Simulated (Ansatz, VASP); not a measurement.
# ZrB2: VASP beside Ansatz

Wanted: the spread between two codes on one cell, functional and k mesh. The cell is taken from a series of runs on this material, whose earlier steps may have relaxed, scaled, displaced or heated it; both programs get it as it stands.

Calculated with Ansatz 0.2.0; plane waves, with VASP 6.6.1 beside it; zone-centre phonons at LDA.

## Step 1: Starting point

Symmetry: P6/mmm, No. 191, hexagonal system. Conventional cell: a = 3.152 Å, b = 3.152 Å, c = 3.515 Å, α = 90.00°, β = 90.00°, γ = 120.00°. B has 3 B at 1.82 Å and 6 Zr at 2.53 Å nearest. Nearest to Zr lie 12 B at 2.53 Å. Farther neighbours are not listed.

## Step 2: Ansatz: zone-centre phonons, LDA

Ansatz runs on its PAW soft_1 files.

Second derivatives magnify differences that forces hide, and they need a tight electronic threshold.

Input file input.yaml:

```yaml
crystal:
  lattice:
    - [3.1522684959, 0.0, 0.0]
    - [-1.5761342479, 2.729944597, 0.0]
    - [0.0, 0.0, 3.5153850563]
  atoms:
    - { symbol: B, position: [0.3333333333, 0.6666666667, 0.5] }
    - { symbol: B, position: [0.6666666667, 0.3333333333, 0.5] }
    - { symbol: Zr, position: [0.0, 0.0, 0.0] }
kpoints:
  mp_grid: { grid: [15, 15, 12] }
hamiltonian:
  xc: lda
  pseudopotentials: { kind: paw, azcp: { folder: soft_1 }, xc_functional: pbe }
scf:
  occupations: { method: methfessel_paxton, width: 0.2 }
output:
  eigenvalues: true
phonons:
  method: dfpt
```

The run is started by

```
ansatz run input.yaml --threads 4 --pin off --max-ram 10240MiB --backend cpu --events-out ev --progress --plain --runs-dir out
```

Numbers of over 12 decimals in the logs are rounded to 6 here.

What it wrote:

```text
zone centre: on kpoints.mp_grid the ground state, and the responses unless they are solved on pairs of k-points, stand on 448 of the mesh's 2700 k-points, reduced under 4 symmetry operations, with k and −k counted as one. Each operation leaves every solved displacement unchanged or reverses it
Engine: ansatz 0.2.0, aarch64-unknown-linux-gnu
Pseudopotentials: kind: paw
Pseudopotential: B, paw, valence charge 3, recommended cutoff 420 eV (normal), soft_1/B.paw.azcp
Pseudopotential: Zr, paw, valence charge 12, recommended cutoff 420 eV (normal), soft_1/Zr.paw.azcp
Functional definition: SPW92
  exchange = slater_x
  correlation = pw_c
Crystal: 3 atoms, lattice volume = 30.252 Å³
Basis set: ecut = 420 eV, 563 PW (Γ), exchange–correlation on 48×48×48 points (8 copies of the dense FFT grid, shifted against one another)
Bands: 13, of which v1, the nominal top of the filled ones, is band 9 counted from 1 (8 counted from 0)
Symmetry: 24 space group operations
k-points: 448 of 2700 (irreducible under 4 space group operations, time reversal used)
Non-local potential: B, projectors of the file, l = 0: 2, l = 1: 2, l = 2: 1
Non-local potential: Zr, projectors of the file, l = 0: 3, l = 1: 2, l = 2: 2, l = 3: 1
PAW form: soft (Blöchl's): semilocal exchange-correlation on the pseudo side does not see the compensation charge
PAW frozen core: B, regenerated for the run's functional, and the local potential with it (the file was generated under x = pbe(κ = 0.804, μ = 0.219515), c = pbe(β = 0.066725))
PAW frozen core: Zr, regenerated for the run's functional, and the local potential with it (the file was generated under x = pbe(κ = 0.804, μ = 0.219515), c = pbe(β = 0.066725))
PAW one-centre angular grid: B, 110 points (default); XC on 64 Gauss nodes
PAW one-centre angular grid: Zr, 590 points (default); XC on 64 Gauss nodes
Initial density: superposition of atomic densities (chi_scale 0.1, normalization cell, long waves kept (reshape's long-wave potential 0.00 eV rms))
Initial wavefunctions: pseudopotential atomic-orbital guess
Functional: x = slater, c = lda
SCF iter   1: F=—  HF=-4380.828774 eV  |F-HF|=—  |Δ(HF+E_count)|=         —  Δρ=5.72e-2  dr2=1.83e0  ethr=3.10e-3  ⟨swp⟩=4.9  Hψ=28116  notcnv=0
preconditioner: auto → none  [metal: Δε(μ)=0.042 eV  Ē_g=17.039 eV  σ=0.200 eV  W_gap=0.18  n_scr=8 (ndim 8)  ℏωp=27.0 eV  f_vac=0.000  D(μ)=0.25/eV (n_scr^D=0)  sad-step TF]
SCF iter   2: F=—  HF=-4380.405114 eV  |F-HF|=—  |Δ(HF+E_count)|=   4.24e-1  S|Δr|=    0.00e0  Δρ=2.82e-2  dr2=4.04e-1  ethr=3.10e-3  ⟨swp⟩=2.2  Hψ=11526  notcnv=0
SCF iter   3: F=—  HF=-4380.284831 eV  |F-HF|=—  |Δ(HF+E_count)|=   1.20e-1  S|Δr|=    0.00e0  Δρ=2.24e-3  dr2=1.19e-3  ethr=2.24e-3  ⟨swp⟩=2.0  Hψ=9952  notcnv=0
SCF iter   4: F=—  HF=-4380.285047 eV  |F-HF|=—  |Δ(HF+E_count)|=   2.17e-4  S|Δr|=    0.00e0  Δρ=4.00e-4  dr2=3.51e-5  ethr=6.58e-6  ⟨swp⟩=2.4  Hψ=13116  notcnv=0
SCF iter   5: F=—  HF=-4380.285058 eV  |F-HF|=—  |Δ(HF+E_count)|=   1.09e-5  S|Δr|=    0.00e0  Δρ=4.20e-5  dr2=7.86e-7  ethr=1.95e-7  ⟨swp⟩=2.0  Hψ=9169  notcnv=0
SCF iter   6: F=—  HF=-4380.285058 eV  |F-HF|=—  |Δ(HF+E_count)|=   1.40e-7  S|Δr|=    0.00e0  Δρ=5.57e-6  dr2=7.09e-9  ethr=4.37e-9  ⟨swp⟩=2.0  Hψ=9767  notcnv=0
SCF iter   7: F=—  HF=-4380.285058 eV  |F-HF|=—  |Δ(HF+E_count)|=  2.86e-10  S|Δr|=    0.00e0  Δρ=1.39e-6  dr2=4.66e-10  ethr=3.94e-11  ⟨swp⟩=2.0  Hψ=9357  notcnv=0
SCF iter   8: F=-4380.285058 eV  HF=-4380.285058 eV  |F-HF|=3.64e-12  |Δ(HF+E_count)|=  1.07e-10  S|Δr|=    0.00e0  Δρ=1.28e-7  dr2=4.19e-12  ethr=1.00e-12  ⟨swp⟩=4.1  Hψ=27914  notcnv=0
SCF 1 converged in 8 iterations: F = -4380.285058 eV  dr2 = 4.19e-12
  greatest PAW one-centre occupation: 0.994 electrons in one spin orbital (limit 2), on the Zr atom at site 2 (counted from 0), in its partial waves of l = 0
DFPT response loops at Γ: preconditioner auto → Kerker (q_TF=auto, 2.502 Å⁻¹) (partly filled bands, converged f_vac=0.000); β = 1.00, the filter's whole step (`scf.mixing.beta` (0.50) is not read by the response loops under this deck's `scf.mixing.preconditioner`; to damp them name `kerker` or `kerker_dos`, under which they read `scf.mixing.beta`, and type it under 1.00, their step now; both keys bind the ground state too); Broyden in place of MSR1
SCF converged after 8 iterations
Stability not checked: this state was not tested for a lower state beside it, because cold or Methfessel-Paxton smearing, or corrected tetrahedra, fill the levels in a way that the test cannot read (fill_not_monotonic; see scf.lower_state_search)
Free energy (F): -4380.285058 eV
Harris-Foulkes:  -4380.285058 eV  (|F-HF|=3.64e-12)
Internal energy: -4380.285573 eV  (E = F + TS)
E sigma→0 (E₀):  -4380.285187 eV
Entropy (-TS):   0.000515 eV (0.172 meV/atom)
Fermi energy:    15.741527 eV
--- Per-component energies (eV) ---
  E_band       = -24.448784
  E_kinetic    = 420.390538
  E_local      = -526.025480  (includes V_loc(G=0)·N_el)
  E_nonlocal   = 94.516381
  E_hartree    = 176.962365
  E_xc         = -222.059140
  E_vxc        = -263.727829  (∫ρ·V_xc dr)
  E_paw        = -3003.230494  (= ΣΔE_a)
  E_vpaw       = -103.527147  (= ΣTr[D̂ρ^β])
  E_aug_tail   = -0.000005  (compensation charges beyond the density's cutoff)
  E_ewald      = -1321.301808
  E_core_change = 0.462069  (= ΣΔE_core)
  E_smearing   = 0.000515  (= −TS)
  E_closure    = 0.000000  (closes the sum)
  Σ components = -4380.285058   (vs F -4380.285058, Δ=0.00e0)
--- Band table (eV; the first three rows and the last of 448) ---
  k-point 0: bands = [... 5 lower, 13.1048, 13.1048, 13.1273, 13.4605, 19.2050, 19.2050, 19.9767, 19.9767]
  k-point 1: bands = [... 5 lower, 12.4011, 13.1711, 13.1711, 14.1534, 18.6497, 18.6497, 19.7595, 19.7595]
  k-point 2: bands = [... 5 lower, 11.4978, 13.3674, 13.3674, 14.9805, 17.8028, 17.8028, 19.1845, 19.1845]
  k-point 447: bands = [... 5 lower, 8.8642, 11.1355, 12.1813, 13.1886, 19.2230, 20.5967, 20.7730, 21.8377]
--- Phonons (Γ-DFPT): 4 representative perturbations + reference, on 448 of 2700 k-points (Σ response iterations 12) ---
  k mesh reduced under 4 symmetry operations, with k and −k counted as one. Each operation leaves every solved displacement unchanged or reverses it
  ASR residual: 3.831e-5 → 0.000e0 eV/Å²; symmetrization residual: 3.859e-7 eV/Å²
  ASR residual per site (eV/Å²): 8.81e-6 8.81e-6 3.83e-5
  Γ frequencies (cm⁻¹): 0.00 0.00 0.00 455.15 455.15 469.83 570.52 774.14 774.14
  non-analytic LO–TO correction: not included (Born effective charges unavailable; polar crystals: no LO–TO splitting at Γ)
```

The column dr2 measures how far the density is from self-consistency, as an energy; F and HF (Harris–Foulkes) agree once it is small.

[end of part 1 of 2]

[Lines on the potential files, build, host, timing and source positions are cut from VASP's logs without a mark.]

[Logs are printed without paths, hosts, clocks, repeated set-up lines and the standing remarks that a program may print on its own settings, such as how far it seeks lower states.]

[Hosts, paths, dates, database ids (printed as entryN), source tags and the programs' standing remarks are cut or masked in the printed files.]
